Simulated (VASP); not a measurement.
Method: r2SCAN+rVV10, VASP's PBE PAW potentials (set 64) (plane waves; VASP).

A VASP calculation is set up with these files.

File KPOINTS:
```
Automatic mesh
0
Gamma
7 7 7
0 0 0
```

### INCAR
```
# general
SYSTEM   = CsH
PREC     = Accurate
ENCUT    = 400
LREAL    = .FALSE.
LASPH    = .TRUE.   # aspherical one-centre terms

# electronic loop
EDIFF    = 1E-6   # SCF stop (eV)
NELM     = 100   # most electronic steps
ALGO     = Normal   # blocked Davidson
LMAXMIX  = 4   # l cut-off of mixed one-centre charges
LMIXTAU  = .TRUE.

# smearing
ISMEAR   = 0   # Gaussian
SIGMA    = 0.05   # width (eV)

# functional
METAGGA  = R2SCAN
LUSE_VDW = .TRUE.
BPARAM   = 11.95
CPARAM   = 0.0093

# ions
IBRION   = 2
NSW      = 60   # most ionic steps
ISIF     = 3
EDIFFG   = -0.01   # ionic stop

# output
LWAVE    = .FALSE.
LCHARG   = .FALSE.
```

POSCAR:
```
CsH
1
    0.0000000000     3.1880000000     3.1880000000
    3.1880000000     0.0000000000     3.1880000000
    3.1880000000     3.1880000000     0.0000000000
Cs H
1 1
Direct
  0.0000000000   0.0000000000   0.0000000000
  0.5000000000   0.5000000000   0.5000000000
```

POTCAR, in this order: Cs_sv H (PBE.64 set). Program: vasp_std.

The resulting files:

### OUTCAR
```
 ion  position               nearest neighbor table
   1  0.000  0.000  0.000-
   2  0.500  0.500  0.500-
  LATTYP: Found a face centered cubic cell.
 ALAT       =     6.3760000000
 Subroutine PRICEL returns:
 Original cell was already a primitive cell.
 Subroutine GETGRP returns: Found 48 space group operations
The static configuration has the point symmetry O_h .
The dynamic configuration has the point symmetry O_h .
 Subroutine INISYM returns: Found 48 space group operations
 Subroutine IBZKPT returns following result:
 Found     20 irreducible k-points:

 Following reciprocal coordinates:
            Coordinates               Weight
  0.000000  0.000000  0.000000      1.000000
  0.142857  0.000000  0.000000      8.000000
  0.285714  0.000000  0.000000      8.000000
  0.428571  0.000000  0.000000      8.000000
  0.142857  0.142857  0.000000      6.000000
  0.285714  0.142857  0.000000     24.000000
  0.428571  0.142857  0.000000     24.000000
 -0.428571  0.142857  0.000000     24.000000
 -0.285714  0.142857  0.000000     24.000000
 -0.142857  0.142857  0.000000     12.000000
  0.285714  0.285714  0.000000      6.000000
  0.428571  0.285714  0.000000     24.000000
 -0.428571  0.285714  0.000000     24.000000
 -0.285714  0.285714  0.000000     12.000000
  0.428571  0.428571  0.000000      6.000000
 -0.428571  0.428571  0.000000     12.000000
  0.428571  0.285714  0.142857     24.000000
 -0.428571  0.285714  0.142857     48.000000
 -0.428571  0.428571  0.142857     24.000000
 -0.285714  0.428571  0.142857     24.000000
   k-points           NKPTS =     20   k-points in BZ     NKDIM =     20   number of bands    NBANDS=      9
   number of dos      NEDOS =    301   number of ions     NIONS =      2
   total plane-waves  NPLWV =  27000
   dimension x,y,z NGX =    30 NGY =   30 NGZ =   30
   dimension x,y,z NGXF=    60 NGYF=   60 NGZF=   60
   ions per type =               1   1
   PREC   = accura    normal or accurate (medium, high low for compatibility)
   ISTART =      0    job   : 0-new  1-cont  2-samecut
   ICHARG =      2    charge: 1-file 2-atom 10-const
   ISPIN  =      1    spin polarized calculation?
   LNONCOLLINEAR =      F non collinear calculations
   LSORBIT =      F    spin-orbit coupling
   INIWAV =      1    electr: 0-lowe 1-rand  2-diag
   ENCUT  =  400.0 eV  29.40 Ry    5.42 a.u.   7.35  7.35  7.35*2*pi/ulx,y,z
   NELM   =    100;   NELMIN=  2; NELMDL= -5     # of ELM steps
   EDIFF  = 0.1E-05   stopping-criterion for ELM
   LREAL  =      F    real-space projection
   NLSPLINE    = F    spline interpolate recip. space projectors
   LMAXMIX     =    4 max onsite mixed and CHGCAR
   VOSKOWN=      0    Vosko Wilk Nusair interpolation
   EDIFFG = -.1E-01   stopping-criterion for IOM
   NSW    =     60    number of steps for IOM
   NBLOCK =      1;   KBLOCK =     60    inner block; outer block
   IBRION =      2    ionic relax: 0-MD 1-quasi-New 2-CG
   NFREE  =      1    steps in history (QN), initial steepest desc. (CG)
   ISIF   =      3    stress and relaxation
   ISYM   =      2    0-nonsym 1-usesym 2-fastsym
   TEIN   =    0.0    initial temperature
   TEBEG  =    0.0;   TEEND  =   0.0 temperature during run
   SMASS  =  -3.00    Nose mass-parameter (am)
   PSTRESS=    0.0 pullay stress
   NELECT =      10.0000    total number of electrons
   EFERMI =   0.00;   METHOD = LEGACY
   ISMEAR =     0;   SIGMA  =   0.05  broadening in eV -4-tet -1-fermi 0-gaus
   IALGO  =     38    algorithm
   LDIAG  =      T    sub-space diagonalisation (order eigenvalues)
   IMIX   =      4    mixing-type and parameters
     AMIX     =   0.40;   BMIX     =  1.00
     AMIX_MAG =   1.60;   BMIX_MAG =  1.00
...
```

**OSZICAR**
```
       N       E                     dE             d eps       ncg     rms          rms(c)
DAV:   1     0.157138453620E+02    0.15714E+02   -0.38261E+03   360   0.777E+02
DAV:   2    -0.287993178271E+02   -0.44513E+02   -0.43224E+02   456   0.129E+02
DAV:   3    -0.313979180459E+02   -0.25986E+01   -0.25974E+01   413   0.363E+01
DAV:   4    -0.314140815249E+02   -0.16163E-01   -0.16163E-01   529   0.328E+00
DAV:   5    -0.314141045776E+02   -0.23053E-04   -0.23053E-04   461   0.993E-02    0.349E+00
DAV:   6    -0.283430134389E+02    0.30711E+01   -0.47484E-01   406   0.638E+00    0.201E+00
DAV:   7    -0.285270027793E+02   -0.18399E+00   -0.37619E+00   397   0.961E+00    0.164E+00
DAV:   8    -0.286253495757E+02   -0.98347E-01   -0.20781E-01   394   0.338E+00    0.115E+00
DAV:   9    -0.284253425099E+02    0.20001E+00   -0.13695E-01   417   0.278E+00    0.224E-01
DAV:  10    -0.285636614377E+02   -0.13832E+00   -0.20713E-01   373   0.431E+00    0.397E-01
DAV:  11    -0.285461837779E+02    0.17478E-01   -0.12997E-02   485   0.133E+00    0.200E-01
DAV:  12    -0.285482218386E+02   -0.20381E-02   -0.33327E-03   396   0.503E-01    0.106E-01
DAV:  13    -0.285525106436E+02   -0.42888E-02   -0.94946E-03   363   0.765E-01    0.259E-02
DAV:  14    -0.285527776860E+02   -0.26704E-03   -0.35618E-04   479   0.175E-01    0.483E-02
DAV:  15    -0.285528170771E+02   -0.39391E-04   -0.13699E-04   392   0.150E-01    0.458E-02
DAV:  16    -0.285527500649E+02    0.67012E-04   -0.47456E-04   365   0.117E-01    0.557E-03
DAV:  17    -0.285527392518E+02    0.10813E-04   -0.32274E-05   395   0.440E-02    0.665E-03
DAV:  18    -0.285527400211E+02   -0.76935E-06   -0.16474E-05   396   0.240E-02    0.226E-03
DAV:  19    -0.285527404148E+02   -0.39371E-06   -0.92236E-07   385   0.112E-02
   1 F= -.28552740E+02 E0= -.28552740E+02  d E =-.285527E+02
       N       E                     dE             d eps       ncg     rms          rms(c)
DAV:   1    -0.285626589489E+02   -0.99189E-02   -0.21377E-01   361   0.297E+00    0.400E-01
DAV:   2    -0.285565375016E+02    0.61214E-02   -0.96155E-03   360   0.712E-01    0.196E-01
DAV:   3    -0.285544220559E+02    0.21154E-02   -0.59641E-03   410   0.604E-01    0.428E-02
DAV:   4    -0.285550004688E+02   -0.57841E-03   -0.11024E-03   360   0.338E-01    0.359E-02
DAV:   5    -0.285550091496E+02   -0.86808E-05   -0.55855E-05   399   0.103E-01    0.141E-02
DAV:   6    -0.285550294911E+02   -0.20341E-04   -0.98007E-05   360   0.896E-02    0.587E-03
DAV:   7    -0.285550503488E+02   -0.20858E-04   -0.61320E-05   360   0.811E-02    0.278E-03
DAV:   8    -0.285550427574E+02    0.75914E-05   -0.11820E-05   376   0.449E-02    0.197E-04
DAV:   9    -0.285550412848E+02    0.14727E-05   -0.60080E-07   379   0.796E-03    0.600E-04
DAV:  10    -0.285550417336E+02   -0.44881E-06   -0.11329E-07   180   0.319E-03
   2 F= -.28555042E+02 E0= -.28555042E+02  d E =-.230132E-02
       N       E                     dE             d eps       ncg     rms          rms(c)
DAV:   1    -0.285797558287E+02   -0.24715E-01   -0.62985E-01   360   0.512E+00    0.687E-01
DAV:   2    -0.285615665511E+02    0.18189E-01   -0.28000E-02   360   0.122E+00    0.338E-01
DAV:   3    -0.285554892979E+02    0.60773E-02   -0.17707E-02   418   0.103E+00    0.738E-02
DAV:   4    -0.285569725593E+02   -0.14833E-02   -0.31201E-03   360   0.572E-01    0.615E-02
DAV:   5    -0.285569881772E+02   -0.15618E-04   -0.17634E-04   390   0.181E-01    0.240E-02
DAV:   6    -0.285570313403E+02   -0.43163E-04   -0.28982E-04   360   0.155E-01    0.103E-02
DAV:   7    -0.285571049485E+02   -0.73608E-04   -0.19648E-04   360   0.142E-01    0.537E-03
DAV:   8    -0.285570780872E+02    0.26861E-04   -0.38386E-05   360   0.793E-02    0.450E-04
DAV:   9    -0.285570762064E+02    0.18808E-05   -0.13911E-06   373   0.124E-02    0.969E-04
DAV:  10    -0.285570767240E+02   -0.51762E-06   -0.41625E-07   266   0.588E-03
   3 F= -.28557077E+02 E0= -.28557077E+02  d E =-.433631E-02
       N       E                     dE             d eps       ncg     rms          rms(c)
DAV:   1    -0.285593069188E+02   -0.22307E-02   -0.59143E-02   360   0.156E+00    0.210E-01
DAV:   2    -0.285576091953E+02    0.16977E-02   -0.26706E-03   360   0.377E-01    0.103E-01
DAV:   3    -0.285570343613E+02    0.57483E-03   -0.16527E-03   418   0.316E-01    0.225E-02
DAV:   4    -0.285571869668E+02   -0.15261E-03   -0.29525E-04   360   0.175E-01    0.188E-02
DAV:   5    -0.285571943416E+02   -0.73748E-05   -0.16466E-05   390   0.551E-02    0.734E-03
DAV:   6    -0.285572012956E+02   -0.69540E-05   -0.25433E-05   360   0.461E-02    0.312E-03
DAV:   7    -0.285572057832E+02   -0.44875E-05   -0.17650E-05   360   0.429E-02    0.162E-03
DAV:   8    -0.285572047392E+02    0.10440E-05   -0.36915E-06   360   0.248E-02    0.109E-04
DAV:   9    -0.285572040825E+02    0.65666E-06   -0.15541E-07   185   0.420E-03
   4 F= -.28557204E+02 E0= -.28557204E+02  d E =-.446367E-02
```

OUTCAR:
```
------------------------ aborting loop because EDIFF is reached ----------------------------------------
  FORCE on cell =-STRESS in cart. coord.  units (eV):
  Direction    XX          YY          ZZ          XY          YZ          ZX
  --------------------------------------------------------------------------------------
  Total        0.0001661      0.0001661      0.0001661      0.0000000      0.0000000     -0.0000000
  in kB        0.0042967      0.0042967      0.0042967      0.0000000      0.0000000     -0.0000000
  external PRESSURE =       0.0042967 kB  Pullay stress =       0.0000000 kB
  volume of cell :       61.93
      direct lattice vectors                 reciprocal lattice vectors
     0.000000000  3.140116056  3.140116056    -0.159229784  0.159229784  0.159229784
     3.140116056  0.000000000  3.140116056     0.159229784 -0.159229784  0.159229784
     3.140116056  3.140116056 -0.000000000     0.159229784  0.159229784 -0.159229784
 POSITION                                       TOTAL-FORCE (eV/Angst)
 -----------------------------------------------------------------------------------
      3.14012      0.00000      3.14012        -0.000000      0.000000      0.000000
      3.14012      3.14012      3.14012         0.000000     -0.000000     -0.000000
 -----------------------------------------------------------------------------------
    total drift:                                0.000000      0.000000      0.000000
  FREE ENERGIE OF THE ION-ELECTRON SYSTEM (eV)
  ---------------------------------------------------
  free  energy   TOTEN  =       -28.5572040825 eV

  energy  without entropy=      -28.5572040825  energy(sigma->0) =      -28.55720408

 reached required accuracy - stopping structural energy minimisation
```
(Selected blocks of OUTCAR.)

File CONTCAR:
```
CsH
   1.00000000000000
     0.0000000000000000    3.1401160558700307    3.1401160558700307
     3.1401160558700307    0.0000000000000000    3.1401160558700307
     3.1401160558700307    3.1401160558700307   -0.0000000000000000
  Cs              H
     1     1
Direct
     0.0000000000000000    1.0000000000000000    0.0000000000000000
     0.5000000000000000    0.5000000000000000    0.5000000000000000
```

Energy and stress use the plane-wave basis of the starting cell.

The structure comes from a measured CsH entry (Fm-3m) of the Crystallography Open Database, whose conditions weren't checked. This run relaxes it. Symmetry was kept, so distortions that lower it aren't found.
